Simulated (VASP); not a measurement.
Here is the system:

```
NbP
1.0
    3.44095     0.00000     0.00000
   -1.72047     2.97995     0.00000
    0.00000     0.00000     7.65565
Nb P
2 2
Direct
  0.33333   0.66667   0.02986
  0.66667   0.33333   0.52986
  0.33333   0.66667   0.34514
  0.66667   0.33333   0.84514
```

The numbers are results of PBE GGA, VASP's PBE PAW potentials (set 64) (plane waves; VASP), not measurements. Numerical set-up: 400 eV cut-off, Gaussian smearing of 0.050 eV, potentials Nb_sv P.

**Question.** Predict the band gap (along the path) with the smallest direct gap where there is one.

**Answer.** 
```yaml
band gap (along the path): none (metal, semimetal or under 0.01 eV)
```

Only differences to runs with the same potentials and settings are physical.

The structure was generated: NbP was put into the wurtzite type (P6_3mc), which need not be its known phase. It was relaxed first, which changed the volume by -36 %.
